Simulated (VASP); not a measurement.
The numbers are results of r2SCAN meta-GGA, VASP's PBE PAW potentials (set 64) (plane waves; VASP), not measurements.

VASP ran on this input.

**POSCAR**
```
Rb(100) slab
1
    5.7531613936     0.0000000000     0.0000000000
    0.0000000000     5.7531613936     0.0000000000
    0.0000000000     0.0000000000    26.7802025932
Rb
4
Direct
  0.5000000000   0.0000000000   0.3388212959
  0.0000000000   0.5000000000   0.4462719183
  0.5000000000   0.0000000000   0.5537280817
  0.0000000000   0.5000000000   0.6611787041
```

INCAR:
```
! general
SYSTEM  = Rb(100) slab
PREC    = Normal
ENCUT   = 400   ! plane-wave cut-off (eV)
LREAL   = .False.
LASPH   = .True.   ! aspherical one-centre terms

! electronic loop
EDIFF   = 1E-6   ! SCF stop (eV)
NELM    = 100
NELMIN  = 4
ALGO    = Normal   ! blocked Davidson
LMAXMIX = 4   ! l cut-off of mixed one-centre charges
LMIXTAU = .True.

! smearing
ISMEAR  = 1   ! Methfessel-Paxton
SIGMA   = 0.1   ! width (eV)

! functional
METAGGA = R2SCAN

! output
LWAVE   = .False.
LCHARG  = .False.
LORBIT  = 11
LVHAR   = .True.

! other
LDIPOL  = .True.
IDIPOL  = 3
DIPOL   = 0.5 0.5 0.5
```

**KPOINTS**
```
Automatic mesh
0
Gamma
5 5 1
0 0 0
```

POTCAR, in this order: Rb_sv (PBE.64 set). Program: vasp_std. Read from the step before: WAVECAR.

The resulting files:

OUTCAR:
```
 ion  position               nearest neighbor table
   1  0.500  0.000  0.339-   2 4.98   2 4.98   2 4.98   2 4.98   3 5.76
   2  0.000  0.500  0.446-   1 4.98   1 4.98   1 4.98   1 4.98   3 4.98   3 4.98   3 4.98   3 4.98
                             4 5.76
   3  0.500  0.000  0.554-   4 4.98   4 4.98   4 4.98   4 4.98   2 4.98   2 4.98   2 4.98   2 4.98
                             1 5.76
   4  0.000  0.500  0.661-   3 4.98   3 4.98   3 4.98   3 4.98   2 5.76
  LATTYP: Found a simple tetragonal cell.
 ALAT       =     5.7531613936
 C/A-ratio  =     4.6548672566
 Subroutine PRICEL returns:
 Original cell was already a primitive cell.
 Subroutine GETGRP returns: Found 16 space group operations
The static configuration has the point symmetry D_2d.
 The point group associated with its full space group is D_4h.
The dynamic configuration has the point symmetry D_2d.
 Subroutine INISYM returns: Found 16 space group operations
 Subroutine IBZKPT returns following result:
 Found      6 irreducible k-points:

 Following reciprocal coordinates:
            Coordinates               Weight
  0.000000  0.000000  0.000000      1.000000
  0.200000  0.000000  0.000000      4.000000
  0.400000  0.000000  0.000000      4.000000
...
```

File OSZICAR:
```
       N       E                     dE             d eps       ncg     rms          rms(c)
DAV:   1    -0.552466893986E+02   -0.55247E+02   -0.63723E-05   270   0.440E-02    0.188E-03
DAV:   2    -0.552466887870E+02    0.61160E-06   -0.38348E-06   192   0.136E-02    0.948E-04
DAV:   3    -0.552466888058E+02   -0.18773E-07   -0.25729E-06   180   0.897E-03    0.632E-04
DAV:   4    -0.552466888470E+02   -0.41217E-07   -0.18543E-06   180   0.104E-02
   1 F= -.55246689E+02 E0= -.55247613E+02  d E =0.277339E-02
```

### OUTCAR
```
------------------------ aborting loop because EDIFF is reached ----------------------------------------
  FORCE on cell =-STRESS in cart. coord.  units (eV):
  Direction    XX          YY          ZZ          XY          YZ          ZX
  --------------------------------------------------------------------------------------
  Total       -0.5660031     -0.5660031      0.1988619      0.0000000      0.0000000      0.0000000
  in kB       -1.0230631     -1.0230631      0.3594472      0.0000000      0.0000000      0.0000000
  external PRESSURE =      -0.5622264 kB  Pullay stress =       0.0000000 kB
  volume of cell :      886.39
      direct lattice vectors                 reciprocal lattice vectors
     5.753161394  0.000000000  0.000000000     0.173817477  0.000000000  0.000000000
     0.000000000  5.753161394  0.000000000     0.000000000  0.173817477  0.000000000
     0.000000000  0.000000000 26.780202593     0.000000000  0.000000000  0.037341017
 POSITION                                       TOTAL-FORCE (eV/Angst)
 -----------------------------------------------------------------------------------
      2.87658      0.00000      9.07370        -0.000000      0.000000     -0.023346
      0.00000      2.87658     11.95125         0.000000      0.000000      0.000323
      2.87658      0.00000     14.82895        -0.000000      0.000000     -0.000323
      0.00000      2.87658     17.70650         0.000000      0.000000      0.023346
 -----------------------------------------------------------------------------------
    total drift:                                0.000000      0.000000      0.000000
  FREE ENERGIE OF THE ION-ELECTRON SYSTEM (eV)
  ---------------------------------------------------
  free  energy   TOTEN  =       -55.2466888470 eV

  energy  without entropy=      -55.2494622399  energy(sigma->0) =      -55.24761331

 total charge

# of ion       s       p       d       tot
------------------------------------------
    1        1.960   5.387   0.003   7.350
    2        1.959   5.390   0.004   7.353
    3        1.959   5.390   0.004   7.353
    4        1.960   5.387   0.003   7.350
--------------------------------------------------
tot          7.838  21.554   0.014  29.406
```
(Selected blocks of OUTCAR.)

The cell is a thin slab with vacuum, built from Rb (bcc): (100) face.
